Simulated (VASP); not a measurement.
# WF (R3m) in VASP: settings compared

The runs below take WF through relaxation of cell and atoms, relaxation of the atoms, with LDA, PBE, RPBE.

Everything below comes from runs of VASP 6.6.1. Logs are shortened: lines on timing, memory, paths and dates and some standing lists are left out, and cuts for length are marked.

### Step 1. Starting point

The structure is trigonal, space group R3m (No. 160). Conventional cell: a = 2.732 Å, b = 2.732 Å, c = 15.209 Å, α = 90.00°, β = 90.00°, γ = 120.00°. W (site symmetry 3m) is surrounded by 1 F at 1.87 Å. F (site symmetry 3m) is surrounded by 1 W at 1.87 Å.

The cell was built by a generator and needn't be a form met in nature.

### Step 2. Relaxation of cell and atoms, LDA

File INCAR:

```
SYSTEM = WF
PREC     = Accurate       ! precision mode
ENCUT    = 600            ! plane-wave cutoff, eV
EDIFF    = 1E-6           ! SCF threshold, eV
ISMEAR   = -1             ! smearing method
SIGMA    = 0.05           ! smearing width, eV
LREAL    = .FALSE.        ! projectors in reciprocal space
LASPH    = .TRUE.         ! aspherical terms in the spheres
NELM     = 100            ! most SCF steps
ALGO     = Normal         ! electronic algorithm
ISIF     = 3              ! what is computed and relaxed
LWAVE    = .FALSE.        ! write WAVECAR
LCHARG   = .FALSE.        ! write CHGCAR
IBRION   = 2              ! ionic algorithm
NSW      = 40             ! ionic steps
EDIFFG   = -0.01          ! ionic threshold
```

File KPOINTS:

```
regular mesh
0
G
  8 8 8
  0 0 0
```

File POSCAR:

```
WF
1.0
    1.3658900000      0.7886000000      5.0696000000
   -1.3658900000      0.7886000000      5.0696000000
    0.0000000000     -1.5771900000      5.0696000000
W F
1 1
Direct
    0.8141200000      0.8141200000      0.8141200000
    0.9371200000      0.9371200000      0.9371200000
```

Potentials or basis: VASP PAW LDA potentials, release 64 (W_sv, F).

The run is started by

```
$ cat potpaw_LDA.64/W_sv/POTCAR potpaw_LDA.64/F/POTCAR > POTCAR
$ mpirun -np 1 vasp_std > vasp.out
```

OUTCAR:

```text
SYSTEM = WF
   PREC = Accurate
   ENCUT = 600
   EDIFF = 1E-6
   ISMEAR = -1
   LREAL = .FALSE.
   LASPH = .TRUE.
   NELM = 100
   ISIF = 3
   IBRION = 2
   NSW = 40
   EDIFFG = -0.01

 ion  position               nearest neighbor table
   1  0.814  0.814  0.814-   2 1.87
   2  0.937  0.937  0.937-   1 1.87

  LATTYP: Found a trigonal (rhomboedric) cell.
 ALAT       =     5.3092739251
 COS(alpha) =     0.8676295086

  Lattice vectors:

 A1 = (   1.3658900000,   0.7886000000,   5.0696000000)
 A2 = (  -1.3658900000,   0.7886000000,   5.0696000000)
 A3 = (   0.0000000000,  -1.5771900000,   5.0696000000)

Analysis of symmetry for initial positions (statically):
=====================================================================
 Subroutine PRICEL returns:
 Original cell was already a primitive cell.

 Routine SETGRP: Setting up the symmetry group for a
 trigonal (rhombohedral) supercell.

 Subroutine GETGRP returns: Found  6 space group operations
 (whereof  6 operations were pure point group operations)
 out of a pool of 12 trial point group operations.

The static configuration has the point symmetry C_3v.

Analysis of symmetry for dynamics (positions and initial velocities):
=====================================================================
 Subroutine PRICEL returns:
 Original cell was already a primitive cell.

 Routine SETGRP: Setting up the symmetry group for a
 trigonal (rhombohedral) supercell.

 Subroutine GETGRP returns: Found  6 space group operations
 (whereof  6 operations were pure point group operations)
 out of a pool of 12 trial point group operations.

The dynamic configuration has the point symmetry C_3v.

 Subroutine INISYM returns: Found  6 space group operations
 (whereof  6 operations are pure point group operations),
 and found     1 'primitive' translations

----------------------------------------------------------------------------------------

                                     Primitive cell

  volume of cell :      32.7639

  direct lattice vectors                    reciprocal lattice vectors
     1.365890000  0.788600000  5.069600000     0.366061689  0.211345893  0.065751268
    -1.365890000  0.788600000  5.069600000    -0.366061689  0.211345893  0.065751268
     0.000000000 -1.577190000  5.069600000     0.000000000 -0.422691786  0.065751685

  length of vectors
     5.309273925  5.309273925  5.309272309     0.427775029  0.427775029  0.427775210

  position of ions in fractional coordinates (direct lattice)
     0.814120000  0.814120000  0.814120000
     0.937120000  0.937120000  0.937120000

  ion indices of the primitive-cell ions
   primitive index   ion index
                 1           1
                 2           2

----------------------------------------------------------------------------------------

 KPOINTS: regular mesh

Automatic generation of k-mesh.
 Grid dimensions read from file:
 generate k-points for:    8    8    8

 Generating k-lattice:

  Cartesian coordinates                     Fractional coordinates (reciprocal lattice)
     0.045757711  0.026418237  0.008218909     0.125000000 -0.000000000  0.000000000
    -0.045757711  0.026418237  0.008218909    -0.000000000  0.125000000  0.000000000
     0.000000000 -0.052836473  0.008218961     0.000000000  0.000000000  0.125000000

  Length of vectors
     0.053471879  0.053471879  0.053471901

  Shift w.r.t. Gamma in fractional coordinates (k-lattice)
     0.000000000  0.000000000  0.000000000

 Subroutine IBZKPT returns following result:
 ===========================================

 Found     65 irreducible k-points:

 Following reciprocal coordinates:
            Coordinates               Weight
  0.000000  0.000000  0.000000      1.000000
  0.125000  0.000000  0.000000      6.000000
  0.250000  0.000000  0.000000      6.000000
  0.375000  0.000000  0.000000      6.000000
  0.500000  0.000000  0.000000      3.000000
  0.125000  0.125000  0.000000      6.000000
[... 16 lines left out ...]
  0.250000  0.125000  0.125000      6.000000
  0.375000  0.125000  0.125000      6.000000
 [... further k-points ...]
   k-points           NKPTS =     65   k-points in BZ     NKDIM =     65   number of bands    NBANDS=     14
   number of dos      NEDOS =    301   number of ions     NIONS =      2
   total plane-waves  NPLWV =  74088
   dimension x,y,z NGX =    42 NGY =   42 NGZ =   42
   dimension x,y,z NGXF=    84 NGYF=   84 NGZF=   84
   ions per type =               1   1
   NGX,Y,Z   is equivalent  to a cutoff of  13.15, 13.15, 13.15 a.u.
   NGXF,Y,Z  is equivalent  to a cutoff of  26.30, 26.30, 26.30 a.u.
 SYSTEM =  WF
   PREC   = accura    normal or accurate (medium, high low for compatibility)
   ISTART =      0    job   : 0-new  1-cont  2-samecut
   ICHARG =      2    charge: 1-file 2-atom 10-const
   ISPIN  =      1    spin polarized calculation?
   LNONCOLLINEAR =      F non collinear calculations
   LSORBIT =      F    spin-orbit coupling
   LASPH  =      T    aspherical Exc in radial PAW
   ENCUT  =  600.0 eV  44.10 Ry    6.64 a.u.  10.60 10.60 10.60*2*pi/ulx,y,z
   NELM   =    100;   NELMIN=  2; NELMDL= -5     # of ELM steps
   EDIFF  = 0.1E-05   stopping-criterion for ELM
   LREAL  =      F    real-space projection
   EDIFFG = -.1E-01   stopping-criterion for IOM
   NSW    =     40    number of steps for IOM
   IBRION =      2    ionic relax: 0-MD 1-quasi-New 2-CG
   NFREE  =      1    steps in history (QN), initial steepest desc. (CG)
   ISIF   =      3    stress and relaxation
   ISYM   =      2    0-nonsym 1-usesym 2-fastsym
   POTIM  = 0.5000    time-step for ionic-motion
   TEBEG  =    0.0;   TEEND  =   0.0 temperature during run
   PSTRESS=    0.0 pullay stress
   NELECT =      21.0000    total number of electrons
   NUPDOWN=      -1.0000    fix difference up-down
   EMIN   =  10.00;   EMAX   =-10.00  energy-range for DOS
   EFERMI =   0.00;   METHOD = LEGACY
   ISMEAR =    -1;   SIGMA  =   0.05  broadening in eV -4-tet -1-fermi 0-gaus
   EFERMI_NEDOS =   21; number of points for ismear=-14 and -15
   IALGO  =     38    algorithm
   IMIX   =      4    mixing-type and parameters
     AMIX     =   0.40;   BMIX     =  1.00
     AMIX_MAG =   1.60;   BMIX_MAG =  1.00
  volume/ion in A,a.u.               =      16.38       110.55
  Fermi-wavevector in a.u.,A,eV,Ry     =   1.411506  2.667360 27.107556  1.992349
  Thomas-Fermi vector in A             =   2.533350
   LORBIT       =      0    0 simple, 1 ext, 2 COOP (PROOUT), +10 PAW based schemes
   GGA     = CA    functional components
   LHFCALC =     F    Hartree Fock is set to
   AEXX    =    0.0000 exact exchange contribution
   IVDW    =     0    specifies the selected vdW correction
   LEPSILON=     F    determine dielectric tensor
   LRPA    =     F    only Hartree local field effects (RPA)
 conjugate gradient relaxation of ions
 non-spin polarized calculation
  energy-cutoff  :      600.00
  volume of cell :       32.76
 maximum number of plane-waves:      1118
   NGX = 21   NGY = 21   NGZ = 21

--------------------------------------- Ionic step        1  -------------------------------------------

 number of electron      20.9999999 magnetization

 Free energy of the ion-electron system (eV)
  ---------------------------------------------------
  ext. energy  EPLUGINS =         0.00000000
  ---------------------------------------------------
  free energy    TOTEN  =       -17.48649865 eV

  energy without entropy =      -17.48121955  energy(sigma->0) =      -17.48385910

------------------------ aborting loop because EDIFF is reached ----------------------------------------

  FORCE on cell =-STRESS in cart. coord.  units (eV):
  Direction    XX          YY          ZZ          XY          YZ          ZX
  --------------------------------------------------------------------------------------
  -------------------------------------------------------------------------------------
  Total       -1.8840599     -1.8840585     -1.2255504     -0.0000000     -0.0000008      0.0000000
  in kB      -92.1318254    -92.1317571    -59.9302564     -0.0000000     -0.0000394      0.0000000
  external PRESSURE =     -81.3979463 kB  Pullay stress =       0.0000000 kB
[... 89 lines left out ...]
  FREE ENERGIE OF THE ION-ELECTRON SYSTEM (eV)
  ---------------------------------------------------
  free  energy   TOTEN  =       -17.5255048698 eV

  energy  without entropy=      -17.5207469733  energy(sigma->0) =      -17.52312592

[... ionic steps 4 to 32 ...]

--------------------------------------- Ionic step       33  -------------------------------------------

 number of electron      21.0000001 magnetization

------------------------ aborting loop because EDIFF is reached ----------------------------------------
[... 67 lines left out ...]
--------------------------------------- Ionic step       35  -------------------------------------------

 number of electron      21.0000001 magnetization

 Free energy of the ion-electron system (eV)
  ---------------------------------------------------
  ext. energy  EPLUGINS =         0.00000000
  ---------------------------------------------------
  free energy    TOTEN  =       -17.58515275 eV

  energy without entropy =      -17.57767898  energy(sigma->0) =      -17.58141587

 E-fermi :   6.6783     XC(G=0): -12.2372

 val. band max:        6.6485670665   @ k =  -0.2500   0.5000   0.1250
 cond. band min:       6.7944365041   @ k =   0.1250   0.1250   0.1250
 fundamental gap:      0.1458694376
 Fermi energy:         6.6782803030

 k-point     1 :       0.0000    0.0000    0.0000
  band No.  band energies     occupation
      1     -67.1645      2.00000
      2     -32.1044      2.00000
      3     -30.6818      2.00000
      4     -30.6818      2.00000
      5     -17.8029      2.00000
      6      -0.7529      2.00000
      7      -0.0494      2.00000
      8       2.2535      2.00000
      9       2.2535      2.00000
     10       6.2196      1.99979
     11       6.2196      1.99979
     12       6.5062      1.93792
     13      10.3820      0.00000
     14      10.3820      0.00000
[... 377 lines left out ...]
      1     -67.0833      2.00000
      2     -31.9882      2.00000
      3     -31.5114      2.00000
      4     -30.8723      2.00000
      5     -17.4403      2.00000
      6      -0.7028      2.00000
      7       0.4609      2.00000
      8       1.9423      2.00000
      9       2.1496      2.00000
     10       5.4234      2.00000
     11       6.1581      1.99994
     12       8.8447      0.00000
     13       9.1327      0.00000
     14       9.7695      0.00000

 [... further k-points ...]

------------------------ aborting loop because EDIFF is reached ----------------------------------------

  FORCE on cell =-STRESS in cart. coord.  units (eV):
  Direction    XX          YY          ZZ          XY          YZ          ZX
  --------------------------------------------------------------------------------------
  -------------------------------------------------------------------------------------
  Total        0.0075676      0.0075676     -0.0154729      0.0000000     -0.0000000      0.0000000
  in kB        0.4417357      0.4417354     -0.9031805      0.0000000     -0.0000006      0.0000000
  external PRESSURE =      -0.0065698 kB  Pullay stress =       0.0000000 kB
[... 17 lines left out ...]
  FREE ENERGIE OF THE ION-ELECTRON SYSTEM (eV)
  ---------------------------------------------------
  free  energy   TOTEN  =       -17.5851527510 eV

  energy  without entropy=      -17.5776789843  energy(sigma->0) =      -17.58141587

 reached required accuracy - stopping structural energy minimisation
```

Run time: 18 min. Hardware: 1 thread of Intel Xeon Platinum 8488C (Sapphire Rapids), shared host; peak memory 0.27 GiB.

Results:

| Quantity | Value |
| --- | --- |
| Free energy | -17.5852 eV |
| Relaxed volume | 13.72 Å³/atom |
| Relaxed cell | a = 4.700 Å, b = 4.700 Å, c = 4.700 Å, α = 33.03°, β = 33.03°, γ = 33.03° |
| Space group after relaxing (to 0.05 Å) | R3m (No. 160) |
| Energy gained by relaxing | 49.3 meV/atom |
| Ionic steps | 35 |
| Pressure after relaxing | 0.0 GPa |
| Largest force after relaxing | 0.007 eV/Å |
| Band gap on the k mesh | none (metal or under the smearing width) |

Forces on the atoms (eV/Å):
```
W    0.000  0.000 -0.007
F    0.000  0.000  0.007
```

Step by step:
| step | energy change (eV) | largest force (eV/Å) | pressure (GPa) | volume (Å³) |
| --- | --- | --- | --- | --- |
| 1 | 0.0000 | 0.2697 | -8.14 | 32.76 |
| 2 | 0.1148 | 2.8398 | 19.60 | 28.97 |
| 3 | -0.0390 | 0.6440 | -0.47 | 31.42 |
| 4 | -0.0056 | 0.9483 | 0.09 | 30.45 |
| 5 | -0.0464 | 0.1153 | -0.60 | 31.13 |
| 6 | -0.0517 | 0.1743 | -0.04 | 30.82 |
| 7 | -0.0640 | 0.3911 | 1.97 | 29.87 |
| 8 | -0.0626 | 1.0171 | 7.70 | 28.02 |
| 9 | -0.0675 | 0.7581 | 5.20 | 28.81 |
| 10 | -0.0682 | 0.7429 | 5.09 | 28.79 |
| 11 | -0.0702 | 0.7010 | 4.98 | 28.71 |
| 12 | -0.0739 | 0.6228 | 4.78 | 28.55 |
| 13 | -0.0799 | 0.4917 | 4.52 | 28.22 |
| 14 | -0.0876 | 0.3264 | 4.25 | 27.58 |
| 15 | -0.0871 | 0.2655 | 5.26 | 26.30 |
| 16 | -0.0899 | 0.2855 | 4.80 | 26.83 |
| 17 | -0.0940 | 0.1629 | 3.31 | 27.04 |
| 18 | -0.0977 | 0.0866 | 0.38 | 27.47 |
| 19 | -0.0977 | 0.0987 | 0.21 | 27.50 |
| 20 | -0.0982 | 0.0434 | 0.16 | 27.53 |
| 21 | -0.0984 | 0.0271 | 0.10 | 27.57 |
| 22 | -0.0984 | 0.0246 | 0.08 | 27.57 |
| 23 | -0.0985 | 0.0177 | 0.04 | 27.58 |
| 24 | -0.0985 | 0.0029 | -0.18 | 27.59 |
| 25 | -0.0985 | 0.0016 | -0.19 | 27.59 |
| 26 | -0.0985 | 0.0024 | -0.21 | 27.59 |
| 27 | -0.0985 | 0.0103 | -0.31 | 27.58 |
| 28 | -0.0985 | 0.0140 | -0.30 | 27.57 |
| 29 | -0.0986 | 0.0239 | -0.16 | 27.54 |
| 30 | -0.0986 | 0.0446 | 0.08 | 27.49 |
| 31 | -0.0986 | 0.0319 | 0.00 | 27.47 |
| 32 | -0.0987 | 0.0064 | 0.02 | 27.43 |
| 33 | -0.0987 | 0.0015 | 0.07 | 27.44 |
| 34 | -0.0986 | 0.0147 | 0.14 | 27.46 |
| 35 | -0.0987 | 0.0069 | 0.00 | 27.45 |

Final structure:
```
W F
1.0
     1.33591    0.77129    4.43981
    -1.33591    0.77129    4.43981
     0.00000   -1.54257    4.43981
W F
1 1
Direct
  0.80437 0.80437 0.80437
  0.94687 0.94687 0.94687
```

Levels at points of the mesh, in eV from the Fermi level:
| k point | band 7 | band 8 | band 9 | band 10 | band 11 | band 12 | band 13 | band 14 |
| --- | --- | --- | --- | --- | --- | --- | --- | --- |
| (0.00, 0.00, 0.00) | -6.73 | -4.42 | -4.42 | -0.46 | -0.46 | -0.17 | 3.70 | 3.70 |
| (0.50, 0.00, 0.00) | -6.86 | -5.16 | -5.04 | -2.25 | 2.57 | 2.85 | 4.43 | 6.37 |
| (0.50, 0.50, 0.00) | -7.21 | -5.15 | -4.90 | -1.59 | 2.16 | 3.23 | 4.56 | 6.38 |
| (0.50, 0.50, 0.50) | -6.55 | -4.37 | -4.37 | -0.46 | -0.46 | 1.89 | 3.55 | 3.55 |

Caveat: the volume moved by over 15 % at a fixed basis, so the end points are rough; an odd number of electrons without spin polarisation forces a metal; a magnetic or distorted state may lie lower. Spin-orbit coupling is left out, which matters for the levels of W.

[end of part 1 of 2]
